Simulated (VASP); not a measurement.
Method: PBE GGA, VASP's PBE PAW potentials (set 64) (plane waves; VASP 6.6.1).

The input files of a VASP run:

INCAR:
```
SYSTEM = TiH2
PREC = Accurate
ENCUT = 300
EDIFF = 1E-6
NELM = 100
ALGO = Normal
LREAL = .FALSE.
LASPH = .TRUE.
ISMEAR = -1
SIGMA = 0.1
GGA = PE
LMAXMIX = 4
LWAVE = .FALSE.
LCHARG = .FALSE.
ISIF = 3
IBRION = 2
NSW = 50
EDIFFG = -0.01
```

File POSCAR:
```
TiH2
1
    2.9196800000     0.0000000000     0.0000000000
   -1.4598400000     2.5285160000     0.0000000000
    0.0000000000     0.0000000000     4.7100480000
Ti H
1 2
Direct
  0.0000000000   0.0000000000   0.0000000000
  0.3333330000   0.6666670000   0.2520000000
  0.6666670000   0.3333330000   0.7480000000
```

**KPOINTS**
```
Regular mesh
0
Gamma
13 13 7
```

POTCAR, in this order: Ti_sv H (PBE.64 set). Program: vasp_std.

Output of the run:

**OSZICAR**
```
...
DAV:   8    -0.151042602539E+02   -0.56437E-05   -0.20898E-04  3031   0.166E-01    0.137E-02
DAV:   9    -0.151042577822E+02    0.24717E-05   -0.12088E-05  3830   0.299E-02    0.625E-03
DAV:  10    -0.151042589680E+02   -0.11858E-05   -0.65693E-07  1492   0.889E-03    0.150E-03
DAV:  11    -0.151042590258E+02   -0.57801E-07   -0.20012E-07  1395   0.370E-03
   2 F= -.15104259E+02 E0= -.15090106E+02  d E =-.240217E+00
       N       E                     dE             d eps       ncg     rms          rms(c)
DAV:   1    -0.151599412739E+02   -0.55682E-01   -0.11708E+00  2931   0.171E+01    0.202E+00
DAV:   2    -0.151063821488E+02    0.53559E-01   -0.21953E-01  2910   0.678E+00    0.398E-01
DAV:   3    -0.151057362547E+02    0.64589E-03   -0.20630E-02  3936   0.111E+00    0.123E-01
DAV:   4    -0.151068061083E+02   -0.10699E-02   -0.27529E-03  3307   0.286E-01    0.693E-02
DAV:   5    -0.151075095054E+02   -0.70340E-03   -0.12077E-03  3928   0.198E-01    0.793E-02
DAV:   6    -0.151077144207E+02   -0.20492E-03   -0.24085E-04  4004   0.126E-01    0.222E-02
DAV:   7    -0.151077254992E+02   -0.11078E-04   -0.21194E-05  3516   0.301E-02    0.151E-02
DAV:   8    -0.151077281797E+02   -0.26805E-05   -0.39162E-06  3233   0.219E-02    0.206E-03
DAV:   9    -0.151077283535E+02   -0.17376E-06   -0.15735E-07  1398   0.417E-03
   3 F= -.15107728E+02 E0= -.15094071E+02  d E =-.243686E+00
       N       E                     dE             d eps       ncg     rms          rms(c)
DAV:   1    -0.151278706623E+02   -0.20142E-01   -0.56008E-01  2907   0.111E+01    0.677E-01
DAV:   2    -0.151195209872E+02    0.83497E-02   -0.24463E-02  2868   0.160E+00    0.327E-01
DAV:   3    -0.151175357604E+02    0.19852E-02   -0.53304E-03  3111   0.663E-01    0.696E-02
DAV:   4    -0.151175254253E+02    0.10335E-04   -0.17473E-04  2881   0.157E-01    0.354E-02
DAV:   5    -0.151175278087E+02   -0.23833E-05   -0.25730E-05  2904   0.585E-02    0.432E-03
DAV:   6    -0.151175286927E+02   -0.88407E-06   -0.22950E-06  2965   0.170E-02
   4 F= -.15117529E+02 E0= -.15103281E+02  d E =-.980034E-02
       N       E                     dE             d eps       ncg     rms          rms(c)
DAV:   1    -0.152276473598E+02   -0.11012E+00   -0.50824E+00  2942   0.335E+01    0.204E+00
DAV:   2    -0.151548454165E+02    0.72802E-01   -0.21306E-01  2865   0.461E+00    0.997E-01
DAV:   3    -0.151361051533E+02    0.18740E-01   -0.51067E-02  3102   0.194E+00    0.190E-01
DAV:   4    -0.151360469721E+02    0.58181E-04   -0.13085E-03  2876   0.432E-01    0.103E-01
DAV:   5    -0.151360752350E+02   -0.28263E-04   -0.21358E-04  2892   0.158E-01    0.132E-02
DAV:   6    -0.151360796716E+02   -0.44366E-05   -0.18185E-05  3290   0.424E-02    0.533E-03
DAV:   7    -0.151360812035E+02   -0.15319E-05   -0.55492E-06  2907   0.196E-02    0.155E-03
DAV:   8    -0.151360811929E+02    0.10544E-07   -0.20155E-07  1448   0.490E-03
   5 F= -.15136081E+02 E0= -.15120774E+02  d E =-.283528E-01
       N       E                     dE             d eps       ncg     rms          rms(c)
DAV:   1    -0.155120564190E+02   -0.37598E+00   -0.20880E+01  3064   0.674E+01    0.419E+00
DAV:   2    -0.152162552692E+02    0.29580E+00   -0.84672E-01  2868   0.908E+00    0.209E+00
DAV:   3    -0.151322872197E+02    0.83968E-01   -0.21749E-01  3062   0.402E+00    0.355E-01
DAV:   4    -0.151320015744E+02    0.28565E-03   -0.52247E-03  2926   0.874E-01    0.194E-01
DAV:   5    -0.151320390242E+02   -0.37450E-04   -0.69105E-04  2996   0.288E-01    0.258E-02
DAV:   6    -0.151320455643E+02   -0.65401E-05   -0.60202E-05  3486   0.789E-02    0.922E-03
DAV:   7    -0.151320499113E+02   -0.43470E-05   -0.14563E-05  3104   0.339E-02    0.274E-03
DAV:   8    -0.151320499479E+02   -0.36652E-07   -0.28954E-07  1646   0.611E-03
   6 F= -.15132050E+02 E0= -.15116323E+02  d E =-.243216E-01
       N       E                     dE             d eps       ncg     rms          rms(c)
DAV:   1    -0.152925240637E+02   -0.16047E+00   -0.69244E+00  2912   0.388E+01    0.256E+00
DAV:   2    -0.151698774654E+02    0.12265E+00   -0.33692E-01  2886   0.646E+00    0.120E+00
DAV:   3    -0.151417956866E+02    0.28082E-01   -0.58849E-02  3093   0.222E+00    0.306E-01
DAV:   4    -0.151407981303E+02    0.99756E-03   -0.37633E-03  2998   0.661E-01    0.116E-01
DAV:   5    -0.151407753689E+02    0.22761E-04   -0.33252E-04  2946   0.241E-01    0.228E-02
DAV:   6    -0.151407820471E+02   -0.66783E-05   -0.37903E-05  2998   0.818E-02    0.622E-03
DAV:   7    -0.151407820602E+02   -0.13029E-07   -0.36031E-06  2916   0.175E-02
   7 F= -.15140782E+02 E0= -.15125362E+02  d E =-.330537E-01
       N       E                     dE             d eps       ncg     rms          rms(c)
DAV:   1    -0.151522791827E+02   -0.11497E-01   -0.23360E-01  3152   0.762E+00    0.913E-01
DAV:   2    -0.151405247765E+02    0.11754E-01   -0.52259E-02  2991   0.319E+00    0.181E-01
DAV:   3    -0.151404631862E+02    0.61590E-04   -0.43262E-03  3972   0.467E-01    0.615E-02
DAV:   4    -0.151406706759E+02   -0.20749E-03   -0.52628E-04  3420   0.126E-01    0.351E-02
DAV:   5    -0.151408213254E+02   -0.15065E-03   -0.22881E-04  3769   0.813E-02    0.317E-02
DAV:   6    -0.151408595748E+02   -0.38249E-04   -0.57080E-05  4026   0.647E-02    0.392E-03
DAV:   7    -0.151408596968E+02   -0.12207E-06   -0.20482E-06  2878   0.114E-02
   8 F= -.15140860E+02 E0= -.15125653E+02  d E =-.776367E-04
       N       E                     dE             d eps       ncg     rms          rms(c)
DAV:   1    -0.151429760239E+02   -0.21164E-02   -0.41491E-02  3166   0.322E+00    0.387E-01
DAV:   2    -0.151408822511E+02    0.20938E-02   -0.95026E-03  2991   0.136E+00    0.747E-02
DAV:   3    -0.151408753175E+02    0.69335E-05   -0.77313E-04  3966   0.197E-01    0.259E-02
DAV:   4    -0.151409125792E+02   -0.37262E-04   -0.93992E-05  3407   0.531E-02    0.152E-02
DAV:   5    -0.151409375048E+02   -0.24926E-04   -0.40519E-05  3782   0.340E-02    0.136E-02
DAV:   6    -0.151409421809E+02   -0.46762E-05   -0.10329E-05  3942   0.274E-02    0.175E-03
DAV:   7    -0.151409424908E+02   -0.30990E-06   -0.32289E-07  1602   0.473E-03
   9 F= -.15140942E+02 E0= -.15125647E+02  d E =-.160431E-03
       N       E                     dE             d eps       ncg     rms          rms(c)
DAV:   1    -0.151421574601E+02   -0.12153E-02   -0.30953E-02  2863   0.255E+00    0.234E-01
DAV:   2    -0.151411189306E+02    0.10385E-02   -0.40531E-03  2961   0.865E-01    0.829E-02
DAV:   3    -0.151410478189E+02    0.71112E-04   -0.47429E-04  4015   0.140E-01    0.324E-02
DAV:   4    -0.151410496258E+02   -0.18069E-05   -0.55871E-05  4085   0.734E-02    0.105E-02
DAV:   5    -0.151410550379E+02   -0.54121E-05   -0.14914E-05  3352   0.291E-02    0.829E-03
DAV:   6    -0.151410560450E+02   -0.10071E-05   -0.93212E-07  1811   0.119E-02    0.313E-03
DAV:   7    -0.151410563048E+02   -0.25982E-06   -0.44686E-07  1407   0.711E-03
  10 F= -.15141056E+02 E0= -.15125759E+02  d E =-.113814E-03
       N       E                     dE             d eps       ncg     rms          rms(c)
DAV:   1    -0.151512063382E+02   -0.10150E-01   -0.28004E-01  2857   0.768E+00    0.701E-01
DAV:   2    -0.151418798034E+02    0.93265E-02   -0.36272E-02  2961   0.258E+00    0.250E-01
DAV:   3    -0.151412195907E+02    0.66021E-03   -0.43080E-03  3974   0.423E-01    0.974E-02
DAV:   4    -0.151412330029E+02   -0.13412E-04   -0.50868E-04  4080   0.222E-01    0.313E-02
DAV:   5    -0.151412783113E+02   -0.45308E-04   -0.13791E-04  3372   0.894E-02    0.252E-02
DAV:   6    -0.151412850467E+02   -0.67354E-05   -0.10392E-05  3406   0.362E-02    0.108E-02
DAV:   7    -0.151412861742E+02   -0.11275E-05   -0.27192E-06  2932   0.208E-02    0.749E-04
DAV:   8    -0.151412860785E+02    0.95682E-07   -0.10748E-07  1395   0.340E-03
  11 F= -.15141286E+02 E0= -.15125975E+02  d E =-.343588E-03
```

### OUTCAR
```
------------------------ aborting loop because EDIFF is reached ----------------------------------------
  FORCE on cell =-STRESS in cart. coord.  units (eV):
  Direction    XX          YY          ZZ          XY          YZ          ZX
  --------------------------------------------------------------------------------------
  Total        0.0080421      0.0080421     -0.0104461      0.0000000     -0.0000000      0.0000000
  in kB        0.4333724      0.4333720     -0.5629189      0.0000000     -0.0000000      0.0000000
  external PRESSURE =       0.1012752 kB  Pullay stress =       0.0000000 kB
  volume of cell :       29.73
      direct lattice vectors                 reciprocal lattice vectors
     2.841490305  0.000000000  0.000000000     0.351928000  0.203185804  0.000000000
    -1.420745152  2.460801833  0.000000000    -0.000000000  0.406371609  0.000000000
     0.000000000 -0.000000000  4.252026482    -0.000000000 -0.000000000  0.235181978
 POSITION                                       TOTAL-FORCE (eV/Angst)
 -----------------------------------------------------------------------------------
      0.00000      0.00000      0.00000         0.000000      0.000000      0.000000
     -0.00000      1.64054      0.96804         0.000000     -0.000000      0.009208
      1.42075      0.82027      3.28399        -0.000000      0.000000     -0.009208
 -----------------------------------------------------------------------------------
    total drift:                               -0.000000     -0.000000     -0.000000
  FREE ENERGIE OF THE ION-ELECTRON SYSTEM (eV)
  ---------------------------------------------------
  free  energy   TOTEN  =       -15.1412860785 eV

  energy  without entropy=      -15.1106644207  energy(sigma->0) =      -15.12597525

 reached required accuracy - stopping structural energy minimisation
```
(Selected blocks of OUTCAR.)

### CONTCAR
```
TiH2
   1.00000000000000
     2.8414903048634321    0.0000000000000000    0.0000000000000000
    -1.4207451524317161    2.4608018328890324    0.0000000000000000
     0.0000000000000000   -0.0000000000000000    4.2520264815590068
  Ti              H
     1     2
Direct
     0.0000000000000000    0.0000000000000000    0.0000000000000000
     0.3333330000000032    0.6666669999999968    0.2276644020142033
     0.6666669999999968    0.3333330000000032    0.7723355979857969
```

At this cut-off the stress carries a Pulay error, which pulls relaxed volumes low. Energy and stress use the plane-wave basis of the starting cell.

The structure was generated: TiH2 was put into an ordered model structure, which need not be its known phase. This run relaxes it. Symmetry was kept, so distortions that lower it aren't found. The run is one of a series of settings (EDIFFG = -0.01, IBRION = 2, ISIF = 3, NSW = 50 against the base run), some of them coarse on purpose.
